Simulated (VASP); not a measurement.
Calculation: PBE GGA, VASP's PBE PAW potentials (set 64) (plane waves; VASP).

A VASP calculation is set up with these files.

INCAR:
```
! general
SYSTEM  = W
PREC    = Accurate
ENCUT   = 520
LREAL   = F
LASPH   = T

! electronic loop
EDIFF   = 1E-7
NELM    = 100
ALGO    = Normal
LMAXMIX = 6

! smearing
ISMEAR  = -5

! functional
GGA     = PE

! ions
ISIF    = 2

! output
LWAVE   = F
LCHARG  = T
LORBIT  = 11
NEDOS   = 601
```

File POSCAR:
```
W
1
   -1.5935981452     1.5935981452     1.5935981452
    1.5935981452    -1.5935981452     1.5935981452
    1.5935981452     1.5935981452    -1.5935981452
W
1
Direct
  0.0000000000   0.0000000000   0.0000000000
```

KPOINTS:
```
Automatic mesh
0
Gamma
18 18 18
0 0 0
```

POTCAR, in this order: W_sv (PBE.64 set). Program: vasp_std.

What VASP printed:

OSZICAR:
```
       N       E                     dE             d eps       ncg     rms          rms(c)
DAV:   1     0.762828365785E+02    0.76283E+02   -0.78614E+03  4298   0.145E+03
DAV:   2    -0.119589952169E+02   -0.88242E+02   -0.85455E+02  4616   0.331E+02
DAV:   3    -0.135829268965E+02   -0.16239E+01   -0.16078E+01  4885   0.439E+01
DAV:   4    -0.135916897871E+02   -0.87629E-02   -0.87635E-02  4590   0.352E+00
DAV:   5    -0.135917591045E+02   -0.69317E-04   -0.69320E-04  4881   0.321E-01    0.201E+01
DAV:   6    -0.130886114659E+02    0.50315E+00   -0.60192E-01  4575   0.103E+01    0.790E+00
DAV:   7    -0.129587939226E+02    0.12982E+00   -0.31937E-01  4734   0.704E+00    0.701E-01
DAV:   8    -0.129547000796E+02    0.40938E-02   -0.37699E-03  4425   0.927E-01    0.913E-02
DAV:   9    -0.129547096284E+02   -0.95488E-05   -0.15267E-04  4875   0.159E-01    0.474E-02
DAV:  10    -0.129547112783E+02   -0.16499E-05   -0.15381E-05  4620   0.568E-02    0.895E-03
DAV:  11    -0.129547128455E+02   -0.15673E-05   -0.21250E-07  4389   0.587E-03    0.677E-04
DAV:  12    -0.129547121584E+02    0.68711E-06   -0.72334E-09  2391   0.106E-03    0.110E-04
DAV:  13    -0.129547121444E+02    0.13992E-07   -0.55708E-10  2238   0.354E-04
   1 F= -.12954712E+02 E0= -.12954712E+02  d E =0.000000E+00
```

File OUTCAR:
```
------------------------ aborting loop because EDIFF is reached ----------------------------------------
  FORCE on cell =-STRESS in cart. coord.  units (eV):
  Direction    XX          YY          ZZ          XY          YZ          ZX
  --------------------------------------------------------------------------------------
  Total       -0.0294731     -0.0294731     -0.0294731      0.0000000      0.0000000      0.0000000
  in kB       -2.9170256     -2.9170256     -2.9170256      0.0000000      0.0000000      0.0000000
  external PRESSURE =      -2.9170256 kB  Pullay stress =       0.0000000 kB
  volume of cell :       16.19
      direct lattice vectors                 reciprocal lattice vectors
    -1.593598145  1.593598145  1.593598145     0.000000000  0.313755385  0.313755385
     1.593598145 -1.593598145  1.593598145     0.313755385  0.000000000  0.313755385
     1.593598145  1.593598145 -1.593598145     0.313755385  0.313755385  0.000000000
 POSITION                                       TOTAL-FORCE (eV/Angst)
 -----------------------------------------------------------------------------------
      0.00000      0.00000      0.00000        -0.000000      0.000000      0.000000
 -----------------------------------------------------------------------------------
    total drift:                               -0.000000      0.000000      0.000000
  FREE ENERGIE OF THE ION-ELECTRON SYSTEM (eV)
  ---------------------------------------------------
  free  energy   TOTEN  =       -12.9547121444 eV

  energy  without entropy=      -12.9547121444  energy(sigma->0) =      -12.95471214

 total charge

# of ion       s       p       d       tot
------------------------------------------
    1        2.396   6.335   3.316  12.046
```
(Selected blocks of OUTCAR.)

For a metal the tetrahedron method with Blöchl corrections gives inexact stress and forces.

The compound is W in the bcc structure. It was relaxed first.
